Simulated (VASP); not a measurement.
MgO (Periclase):

```
Mg O
1.0
     0.00000    2.10392    2.10392
     2.10392    0.00000    2.10392
     2.10392    2.10392    0.00000
Mg O
1 1
Cartesian
  0.0000 0.0000 0.0000
  2.1039 2.1039 2.1039
```

Base run:

| Quantity | Value |
| --- | --- |
| Program | VASP 6.6.1 |
| Functional | TB-mBJ |
| Potentials or basis | VASP PAW PBE potentials, release 64 (Mg, O) |
| Cutoff | 520 eV |
| k mesh | 12 × 12 × 12 |
| Occupations | gaussian, width 0.03 eV |
| Spin | no spin polarisation |

Its results: band gap on the k mesh 6.80 eV, direct.

Problem. The run is repeated on the same cell with these changes: functional from TB-mBJ to PBEsol; cutoff from 520 eV to 600 eV; further incar settings from ALGO = Normal; EDIFF = 1e-07; NBANDS = 11 to ALGO = Normal; EDIFF = 1e-08. What comes out?

Solution. Band gap on the k mesh 4.66 eV, direct.
